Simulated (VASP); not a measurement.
Consider the following.

```
CELL_PARAMETERS angstrom
      1.75555    -3.04070     0.00000
      1.75555     3.04070     0.00000
      0.00000     0.00000     5.36974
ATOMIC_POSITIONS crystal
  Tl 0.33333 0.66667 0.25000
  Tl 0.66667 0.33333 0.75000
```

These are PBEsol GGA, VASP's PBE PAW potentials (set 64) (plane waves; VASP) values and carry that method's errors. Settings: 500 eV cut-off, 12×12×7 Γ-centred mesh, first-order Methfessel-Paxton smearing of 0.10 eV, potentials Tl_d.

Unless said otherwise, spin-orbit coupling is left out, though it shifts the bands of the heavy elements here.

Problem. What does the run give for the energy per atom (σ→0), band gap (on the k-mesh) with the smallest direct gap where there is one?

Solution. 
The band gap (on the k-mesh) is none (metal, semimetal or under 0.01 eV) and the energy per atom (σ→0) is -2.632 eV/atom.

Only differences to runs with the same potentials and settings are physical.

The compound is Tl in the hcp structure. It was relaxed first.
